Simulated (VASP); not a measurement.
# Zr3PdSe4 (I-43m) in VASP: settings compared

Aim: see how the results for Zr3PdSe4 move with the level of theory and the settings. Levels: PBE, r2SCAN. Tasks: relaxation of cell and atoms, single point.

Everything below comes from runs of VASP 6.6.1. Logs are shortened: lines on timing, memory, paths and dates and some standing lists are left out, and cuts for length are marked.

## (1) Starting point

It takes space group I-43m (No. 217, cubic). The conventional cell has a = 6.720 Å, b = 6.720 Å, c = 6.720 Å, α = 90.00°, β = 90.00°, γ = 90.00°. Around Zr (site symmetry -42m) lie 8 Se at 2.81 to 3.04 Å. Pd (site symmetry -43m) is surrounded by 4 Se at 2.57 Å. Se (site symmetry 3m) is surrounded by 1 Pd at 2.57 Å and 3 Zr at 2.81 Å.

The cell was built by a generator and needn't be a form met in nature.

## (2) Relaxation of cell and atoms, PBE

File INCAR:

```
SYSTEM = Zr3PdSe4
  ALGO = Normal
  EDIFF = 1E-6
  EDIFFG = -0.01
  ENCUT = 520
  GGA = PE
  IBRION = 2
  ISIF = 3
  ISMEAR = 0
  KPAR = 4
  LASPH = .TRUE.
  LCHARG = .FALSE.
  LREAL = .FALSE.
  LWAVE = .FALSE.
  NELM = 120
  NSW = 90
  PREC = Accurate
  SIGMA = 0.1
```

File KPOINTS:

```
k-points
0
G
  6 6 6
  0 0 0
```

File POSCAR:

```
Zr3PdSe4
1.0
   -3.3600000000      3.3600000000      3.3600000000
    3.3600000000     -3.3600000000      3.3600000000
    3.3600000000      3.3600000000     -3.3600000000
Zr Pd Se
3 1 4
Direct
    0.0000000000      0.5000000000      0.5000000000
    0.5000000000      0.0000000000      0.5000000000
    0.5000000000      0.5000000000      0.0000000000
    0.0000000000      0.0000000000      0.0000000000
    0.4413690500      0.0000000000      0.0000000000
    0.0000000000      0.4413690500      0.0000000000
    0.0000000000      0.0000000000      0.4413690500
    0.5586309500      0.5586309500      0.5586309500
```

Potentials or basis: VASP PAW PBE potentials, release 64 (Zr_sv, Pd, Se).

Launch:

```
cat potpaw_PBE.64/Zr_sv/POTCAR potpaw_PBE.64/Pd/POTCAR potpaw_PBE.64/Se/POTCAR > POTCAR
mpirun -np 4 vasp_std > vasp.out
```

OUTCAR:

```text
SYSTEM = Zr3PdSe4
   EDIFF = 1E-6
   EDIFFG = -0.01
   ENCUT = 520
   GGA = PE
   IBRION = 2
   ISIF = 3
   ISMEAR = 0
   LASPH = .TRUE.
   LREAL = .FALSE.
   NELM = 120
   NSW = 90
   PREC = Accurate

 ion  position               nearest neighbor table
   1  0.000  0.500  0.500-   5 2.81   8 2.81   6 2.81   7 2.81   8 3.04   6 3.04   7 3.04   5 3.04
                             3 3.36   4 3.36   4 3.36   3 3.36   2 3.36   2 3.36
   2  0.500  0.000  0.500-   6 2.81   8 2.81   5 2.81   7 2.81   5 3.04   8 3.04   7 3.04   6 3.04
                             3 3.36   3 3.36   4 3.36   4 3.36   1 3.36   1 3.36
   3  0.500  0.500  0.000-   7 2.81   8 2.81   5 2.81   6 2.81   5 3.04   6 3.04   8 3.04   7 3.04
                             2 3.36   2 3.36   4 3.36   1 3.36   4 3.36   1 3.36
   4  0.000  0.000  0.000-   5 2.57   6 2.57   7 2.57   8 2.57   2 3.36   3 3.36   1 3.36   1 3.36
                             2 3.36   3 3.36
   5  0.441  0.000  0.000-   4 2.57   3 2.81   2 2.81   1 2.81   2 3.04   3 3.04   1 3.04
   6  0.000  0.441  0.000-   4 2.57   3 2.81   1 2.81   2 2.81   1 3.04   3 3.04   2 3.04
   7  0.000  0.000  0.441-   4 2.57   2 2.81   1 2.81   3 2.81   1 3.04   2 3.04   3 3.04
   8  0.559  0.559  0.559-   4 2.57   2 2.81   3 2.81   1 2.81   3 3.04   2 3.04   1 3.04

  LATTYP: Found a body centered cubic cell.
 ALAT       =     6.7200000000

  Lattice vectors:

 A1 = (  -3.3600000000,   3.3600000000,   3.3600000000)
 A2 = (   3.3600000000,  -3.3600000000,   3.3600000000)
 A3 = (   3.3600000000,   3.3600000000,  -3.3600000000)

Analysis of symmetry for initial positions (statically):
=====================================================================
 Subroutine PRICEL returns:
 Original cell was already a primitive cell.

 Routine SETGRP: Setting up the symmetry group for a
 body centered cubic supercell.

 Subroutine GETGRP returns: Found 24 space group operations
 (whereof 24 operations were pure point group operations)
 out of a pool of 48 trial point group operations.

The static configuration has the point symmetry T_d .

Analysis of symmetry for dynamics (positions and initial velocities):
=====================================================================
 Subroutine PRICEL returns:
 Original cell was already a primitive cell.

 Routine SETGRP: Setting up the symmetry group for a
 body centered cubic supercell.

 Subroutine GETGRP returns: Found 24 space group operations
 (whereof 24 operations were pure point group operations)
 out of a pool of 48 trial point group operations.

The dynamic configuration has the point symmetry T_d .

 Subroutine INISYM returns: Found 24 space group operations
 (whereof 24 operations are pure point group operations),
 and found     1 'primitive' translations

----------------------------------------------------------------------------------------

                                     Primitive cell

  volume of cell :     151.7322

  direct lattice vectors                    reciprocal lattice vectors
    -3.360000000  3.360000000  3.360000000     0.000000000  0.148809524  0.148809524
     3.360000000 -3.360000000  3.360000000     0.148809524  0.000000000  0.148809524
     3.360000000  3.360000000 -3.360000000     0.148809524  0.148809524  0.000000000

  length of vectors
     5.819690713  5.819690713  5.819690713     0.210448447  0.210448447  0.210448447

  position of ions in fractional coordinates (direct lattice)
     0.000000000  0.500000000  0.500000000
     0.500000000  0.000000000  0.500000000
     0.500000000  0.500000000  0.000000000
     0.000000000  0.000000000  0.000000000
     0.441369050  0.000000000  0.000000000
     0.000000000  0.441369050  0.000000000
     0.000000000  0.000000000  0.441369050
     0.558630950  0.558630950  0.558630950

  ion indices of the primitive-cell ions
   primitive index   ion index
                 1           1
                 2           2
                 3           3
                 4           4
                 5           5
                 6           6
                 7           7
                 8           8

----------------------------------------------------------------------------------------

 KPOINTS: k-points

Automatic generation of k-mesh.
 Grid dimensions read from file:
 generate k-points for:    6    6    6

 Generating k-lattice:

  Cartesian coordinates                     Fractional coordinates (reciprocal lattice)
     0.000000000  0.024801587  0.024801587     0.166666667  0.000000000  0.000000000
     0.024801587  0.000000000  0.024801587     0.000000000  0.166666667  0.000000000
     0.024801587  0.024801587  0.000000000     0.000000000  0.000000000  0.166666667

  Length of vectors
     0.035074741  0.035074741  0.035074741

  Shift w.r.t. Gamma in fractional coordinates (k-lattice)
     0.000000000  0.000000000  0.000000000

 Subroutine IBZKPT returns following result:
 ===========================================

 Found     16 irreducible k-points:

 Following reciprocal coordinates:
            Coordinates               Weight
  0.000000  0.000000  0.000000      1.000000
  0.166667  0.000000  0.000000     12.000000
  0.333333  0.000000  0.000000     12.000000
  0.500000  0.000000  0.000000      6.000000
  0.166667  0.166667  0.000000     24.000000
  0.333333  0.166667  0.000000     48.000000
[... 8 lines left out ...]
  0.500000  0.500000  0.333333     12.000000
  0.500000  0.500000  0.500000      1.000000
   k-points           NKPTS =     16   k-points in BZ     NKDIM =     16   number of bands    NBANDS=     42
   number of dos      NEDOS =    301   number of ions     NIONS =      8
   total plane-waves  NPLWV = 110592
   dimension x,y,z NGX =    48 NGY =   48 NGZ =   48
   dimension x,y,z NGXF=    96 NGYF=   96 NGZF=   96
   ions per type =               3   1   4
   NGX,Y,Z   is equivalent  to a cutoff of  13.71, 13.71, 13.71 a.u.
   NGXF,Y,Z  is equivalent  to a cutoff of  27.42, 27.42, 27.42 a.u.
 SYSTEM =  Zr3PdSe4
   PREC   = accura    normal or accurate (medium, high low for compatibility)
   ISTART =      0    job   : 0-new  1-cont  2-samecut
   ICHARG =      2    charge: 1-file 2-atom 10-const
   ISPIN  =      1    spin polarized calculation?
   LNONCOLLINEAR =      F non collinear calculations
   LSORBIT =      F    spin-orbit coupling
   LASPH  =      T    aspherical Exc in radial PAW
   ENCUT  =  520.0 eV  38.22 Ry    6.18 a.u.  10.82 10.82 10.82*2*pi/ulx,y,z
   NELM   =    120;   NELMIN=  2; NELMDL= -5     # of ELM steps
   EDIFF  = 0.1E-05   stopping-criterion for ELM
   LREAL  =      F    real-space projection
   EDIFFG = -.1E-01   stopping-criterion for IOM
   NSW    =     90    number of steps for IOM
   IBRION =      2    ionic relax: 0-MD 1-quasi-New 2-CG
   NFREE  =      1    steps in history (QN), initial steepest desc. (CG)
   ISIF   =      3    stress and relaxation
   ISYM   =      2    0-nonsym 1-usesym 2-fastsym
   POTIM  = 0.5000    time-step for ionic-motion
   TEBEG  =    0.0;   TEEND  =   0.0 temperature during run
   PSTRESS=    0.0 pullay stress
   NELECT =      70.0000    total number of electrons
   NUPDOWN=      -1.0000    fix difference up-down
   EMIN   =  10.00;   EMAX   =-10.00  energy-range for DOS
   EFERMI =   0.00;   METHOD = LEGACY
   ISMEAR =     0;   SIGMA  =   0.10  broadening in eV -4-tet -1-fermi 0-gaus
   EFERMI_NEDOS =   21; number of points for ismear=-14 and -15
   IALGO  =     38    algorithm
   IMIX   =      4    mixing-type and parameters
     AMIX     =   0.40;   BMIX     =  1.00
     AMIX_MAG =   1.60;   BMIX_MAG =  1.00
  volume/ion in A,a.u.               =      18.97       127.99
  Fermi-wavevector in a.u.,A,eV,Ry     =   1.264974  2.390454 21.771485  1.600159
  Thomas-Fermi vector in A             =   2.398251
   LORBIT       =      0    0 simple, 1 ext, 2 COOP (PROOUT), +10 PAW based schemes
   GGA     = PE    functional components
   LHFCALC =     F    Hartree Fock is set to
   AEXX    =    0.0000 exact exchange contribution
   IVDW    =     0    specifies the selected vdW correction
   LEPSILON=     F    determine dielectric tensor
   LRPA    =     F    only Hartree local field effects (RPA)
 conjugate gradient relaxation of ions
 non-spin polarized calculation
 Gauss-broadening in eV      SIGMA  =   0.10
  energy-cutoff  :      520.00
  volume of cell :      151.73
 maximum number of plane-waves:      4124
 NGX is ok and might be reduce to    48
   NGX = 21   NGY = 21   NGZ = 21

--------------------------------------- Ionic step        1  -------------------------------------------

 number of electron      69.9999999 magnetization

 Free energy of the ion-electron system (eV)
  ---------------------------------------------------
  ext. energy  EPLUGINS =         0.00000000
  ---------------------------------------------------
  free energy    TOTEN  =       -52.38422416 eV

  energy without entropy =      -52.35132220  energy(sigma->0) =      -52.36777318

------------------------ aborting loop because EDIFF is reached ----------------------------------------

  FORCE on cell =-STRESS in cart. coord.  units (eV):
  Direction    XX          YY          ZZ          XY          YZ          ZX
  --------------------------------------------------------------------------------------
  -------------------------------------------------------------------------------------
  Total       -0.1267512     -0.1267512     -0.1267512      0.0000000      0.0000000     -0.0000000
  in kB       -1.3383964     -1.3383964     -1.3383964      0.0000000      0.0000000     -0.0000000
  external PRESSURE =      -1.3383964 kB  Pullay stress =       0.0000000 kB

 VOLUME and BASIS-vectors are now :
 -----------------------------------------------------------------------------
  energy-cutoff  :      520.00
  volume of cell :      151.73
      direct lattice vectors                 reciprocal lattice vectors
    -3.360000000  3.360000000  3.360000000     0.000000000  0.148809524  0.148809524
     3.360000000 -3.360000000  3.360000000     0.148809524  0.000000000  0.148809524
     3.360000000  3.360000000 -3.360000000     0.148809524  0.148809524  0.000000000
[... 253 lines left out ...]
 POSITION                                       TOTAL-FORCE (eV/Angst)
 -----------------------------------------------------------------------------------
      3.35397      0.00000      0.00000         0.000000      0.000000     -0.000000
      0.00000      3.35397      0.00000         0.000000      0.000000     -0.000000
      0.00000      0.00000      3.35397        -0.000000      0.000000     -0.000000
      0.00000      0.00000      0.00000        -0.000000      0.000000     -0.000000
     -1.49300      1.49300      1.49300        -0.000171      0.000171      0.000171
      1.49300     -1.49300      1.49300         0.000171     -0.000171      0.000171
      1.49300      1.49300     -1.49300         0.000171      0.000171     -0.000171
      1.86097      1.86097      1.86097        -0.000171     -0.000171     -0.000171
 -----------------------------------------------------------------------------------
    total drift:                                0.000003      0.000003      0.000005

  FREE ENERGIE OF THE ION-ELECTRON SYSTEM (eV)
  ---------------------------------------------------
  free  energy   TOTEN  =       -52.3867390136 eV

  energy  without entropy=      -52.3557610509  energy(sigma->0) =      -52.37125003

--------------------------------------- Ionic step        8  -------------------------------------------

 number of electron      69.9999999 magnetization

 Free energy of the ion-electron system (eV)
  ---------------------------------------------------
  ext. energy  EPLUGINS =         0.00000000
  ---------------------------------------------------
  free energy    TOTEN  =       -52.38686879 eV

  energy without entropy =      -52.35579987  energy(sigma->0) =      -52.37133433

 E-fermi :   9.6264     XC(G=0): -11.4211

 val. band max:        9.5613629260   @ k =  -0.3333   0.3333   0.3333
 cond. band min:       9.6453064364   @ k =   0.1667   0.0000   0.0000
 fundamental gap:      0.0839435104
 Fermi energy:         9.6263874027

 k-point     1 :       0.0000    0.0000    0.0000
  band No.  band energies     occupation
      1     -40.4799      2.00000
      2     -40.4382      2.00000
      3     -40.4382      2.00000
      4     -18.6373      2.00000
      5     -18.6373      2.00000
      6     -18.6373      2.00000
[... 731 lines left out ...]
 POSITION                                       TOTAL-FORCE (eV/Angst)
 -----------------------------------------------------------------------------------
      3.35531      0.00000      0.00000         0.000000     -0.000000      0.000000
      0.00000      3.35531      0.00000         0.000000     -0.000000      0.000000
      0.00000      0.00000      3.35531         0.000000     -0.000000      0.000000
      0.00000      0.00000      0.00000         0.000000     -0.000000      0.000000
     -1.49311      1.49311      1.49311         0.000364     -0.000364     -0.000364
      1.49311     -1.49311      1.49311        -0.000364      0.000364     -0.000364
      1.49311      1.49311     -1.49311        -0.000364     -0.000364      0.000364
      1.86219      1.86219      1.86219         0.000364      0.000364      0.000364
 -----------------------------------------------------------------------------------
    total drift:                                0.000003      0.000003      0.000005

  FREE ENERGIE OF THE ION-ELECTRON SYSTEM (eV)
  ---------------------------------------------------
  free  energy   TOTEN  =       -52.3868687884 eV

  energy  without entropy=      -52.3557998720  energy(sigma->0) =      -52.37133433

 reached required accuracy - stopping structural energy minimisation
```

Wall time 6.5 min (4 MPI ranks of Intel Xeon Platinum 8375C at 2.90GHz (Ice Lake), shared host); peak memory 0.4 GiB.

Results:

| Property | Result |
| --- | --- |
| Free energy | -52.3869 eV |
| Relaxed volume | 18.89 Å³/atom |
| Relaxed cell | a = 5.812 Å, b = 5.812 Å, c = 5.812 Å, α = 109.47°, β = 109.47°, γ = 109.47° |
| Space group after relaxing (to 0.05 Å) | I-43m (No. 217) |
| Energy gained by relaxing | 0.3 meV/atom |
| Ionic steps | 8 |
| Pressure after relaxing | 0.1 GPa |
| Band gap on the k mesh | none (metal or under the smearing width) |

The path:
| step | energy change (eV) | largest force (eV/Å) | pressure (GPa) | volume (Å³) |
| --- | --- | --- | --- | --- |
| 1 | 0.0000 | 0.0624 | -0.13 | 151.73 |
| 2 | -0.0008 | 0.0584 | 0.08 | 151.38 |
| 3 | -0.0010 | 0.0536 | 0.37 | 150.94 |
| 4 | -0.0013 | 0.0482 | 0.34 | 150.94 |
| 5 | -0.0019 | 0.0324 | 0.30 | 150.93 |
| 6 | -0.0025 | 0.0034 | 0.19 | 150.92 |
| 7 | -0.0025 | 0.0003 | 0.19 | 150.92 |
| 8 | -0.0026 | 0.0006 | 0.06 | 151.10 |

Final structure:
```cif
data_structure
_symmetry_space_group_name_H-M 'P 1'
_symmetry_Int_Tables_number 1
_cell_length_a 5.8116
_cell_length_b 5.8116
_cell_length_c 5.8116
_cell_angle_alpha 109.471
_cell_angle_beta 109.471
_cell_angle_gamma 109.471
_cell_volume 151.10
loop_
_atom_site_label
_atom_site_type_symbol
_atom_site_fract_x
_atom_site_fract_y
_atom_site_fract_z
_atom_site_occupancy
Zr1 Zr 0.00000 0.50000 0.50000 1
Zr2 Zr 0.50000 0.00000 0.50000 1
Zr3 Zr 0.50000 0.50000 0.00000 1
Pd1 Pd 0.00000 0.00000 0.00000 1
Se1 Se 0.44500 0.00000 0.00000 1
Se2 Se 0.00000 0.44500 0.00000 1
Se3 Se 0.00000 0.00000 0.44500 1
Se4 Se 0.55500 0.55500 0.55500 1
```

Levels at points of the mesh, in eV from the Fermi level:
| k point | band 32 | band 33 | band 34 | band 35 | band 36 | band 37 | band 38 | band 39 |
| --- | --- | --- | --- | --- | --- | --- | --- | --- |
| (0.00, 0.00, 0.00) | -1.85 | -1.85 | -1.35 | -1.35 | 0.03 | 0.03 | 0.03 | 0.25 |
| (0.50, 0.00, 0.00) | -2.17 | -1.65 | -0.97 | -0.21 | 0.20 | 0.42 | 0.48 | 0.55 |
| (0.50, 0.50, 0.50) | -0.68 | -0.68 | -0.68 | 0.32 | 0.32 | 1.69 | 1.69 | 1.69 |

## (3) Relaxation of cell and atoms, PBE

This run uses another cell than the first one, of 18.89 Å³/atom, 0.996 times its volume.

Edit INCAR of step 2 so:

```diff
@@ -2,4 +2,4 @@
   ALGO = Normal
-  EDIFF = 1E-6
-  EDIFFG = -0.01
+  EDIFF = 1E-7
+  EDIFFG = -0.005
   ENCUT = 520
@@ -15,3 +15,4 @@
   NELM = 120
-  NSW = 90
+  NSW = 60
+  POTIM = 0.3
   PREC = Accurate
```

KPOINTS is that of step 2.

File POSCAR:

```
Zr3PdSe4                                
1.0
   -3.3553083105      3.3553083105      3.3553083105
    3.3553083105     -3.3553083105      3.3553083105
    3.3553083105      3.3553083105     -3.3553083105
  Zr              Pd              Se            
     3     1     4
Direct
     0.0000000000000000    0.5000000000000000    0.5000000000000000
     0.5000000000000000    0.0000000000000000    0.5000000000000000
     0.5000000000000000    0.5000000000000000    0.0000000000000000
     0.0000000000000000    0.0000000000000000    0.0000000000000000
     0.4450003671504040    0.0000000000000000    0.0000000000000000
     0.0000000000000000    0.4450003671504040    0.0000000000000000
     0.0000000000000000    0.0000000000000000    0.4450003671504040
     0.5549996328495960    0.5549996328495960    0.5549996328495960
```

Potentials or basis: VASP PAW PBE potentials, release 64 (Zr_sv, Pd, Se).

Launch:

```
cat potpaw_PBE.64/Zr_sv/POTCAR potpaw_PBE.64/Pd/POTCAR potpaw_PBE.64/Se/POTCAR > POTCAR
mpirun -np 4 vasp_std > vasp.out
```

Run time: 2.6 min. Hardware: 4 MPI ranks of Intel Xeon Platinum 8375C at 2.90GHz (Ice Lake), shared host; peak memory 0.39 GiB.

The run converged. Its results:

```
Free energy                            : -52.3867 eV
Relaxed volume                         : 18.90 Å³/atom
Relaxed cell                           : a = 5.813 Å, b = 5.813 Å, c = 5.813 Å, α = 109.47°, β = 109.47°, γ = 109.47°
Space group after relaxing (to 0.05 Å) : I-43m (No. 217)
Energy gained by relaxing              : 0.0 meV/atom
Ionic steps                            : 2
Pressure after relaxing                : 0.0 GPa
Band gap on the k mesh                 : none (metal or under the smearing width)
```

Forces in eV/Å, atoms in the order of the input:
```
Zr   0.000  0.000  0.000
Zr   0.000  0.000  0.000
Zr   0.000  0.000  0.000
Pd   0.000  0.000  0.000
Se   0.001 -0.001 -0.001
Se  -0.001  0.001 -0.001
Se  -0.001 -0.001  0.001
Se   0.001  0.001  0.001
```

Final structure:
```yaml
crystal:
  lattice:
    - [-3.35591, 3.35591, 3.35591]
    - [3.35591, -3.35591, 3.35591]
    - [3.35591, 3.35591, -3.35591]
  atoms:
    - { symbol: Zr, position: [0.00000, 0.50000, 0.50000] }
    - { symbol: Zr, position: [0.50000, 0.00000, 0.50000] }
    - { symbol: Zr, position: [0.50000, 0.50000, 0.00000] }
    - { symbol: Pd, position: [0.00000, 0.00000, 0.00000] }
    - { symbol: Se, position: [0.44500, 0.00000, 0.00000] }
    - { symbol: Se, position: [0.00000, 0.44500, 0.00000] }
    - { symbol: Se, position: [0.00000, 0.00000, 0.44500] }
    - { symbol: Se, position: [0.55500, 0.55500, 0.55500] }
```

Levels at points of the mesh, in eV from the Fermi level:
```tsv
k point	band 31	band 32	band 33	band 34	band 35	band 36	band 37	band 38	band 39	band 40
(0.00, 0.00, 0.00)	-1.85	-1.85	-1.85	-1.35	-1.35	0.04	0.04	0.04	0.25	0.52
(0.50, 0.00, 0.00)	-2.77	-2.17	-1.65	-0.97	-0.21	0.20	0.42	0.48	0.55	0.56
(0.50, 0.50, 0.50)	-1.75	-0.68	-0.68	-0.68	0.32	0.32	1.69	1.69	1.69	2.80
```

[end of part 1 of 2]
